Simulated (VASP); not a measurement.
Input:

```
Te
1.0
    2.16431    -3.74870     0.00000
    2.16431     3.74870     0.00000
    0.00000     0.00000     5.96654
Te
3
Cartesian
  2.77228  -2.69566   3.97770
  3.11268   0.00000   5.96654
  2.77228   2.69566   1.98885
```

The numbers are results of PBEsol GGA with spin-orbit coupling, VASP's PBE PAW potentials (set 64) (plane waves; VASP 6.6.1), not measurements. Numerical set-up: 400 eV cut-off, 5×5×4 Γ-centred mesh, Gaussian smearing of 0.050 eV, potentials Te.

### Question
What does the run give for the energy per atom (σ→0), band gap (over mesh and band path) with the smallest direct gap where there is one?

### Answer

The band gap (over mesh and band path) is none (metal, semimetal or under 0.01 eV) and the energy per atom (σ→0) comes out as -3.639 eV/atom.

The absolute energy has meaning only against runs of the same code, potentials and settings.

The compound is Te in the trig structure. It was relaxed first, which changed the volume by -5 %. The k-mesh is coarse (spacing up to 0.34 per Å, 2π included), so the numbers may not be converged in it.
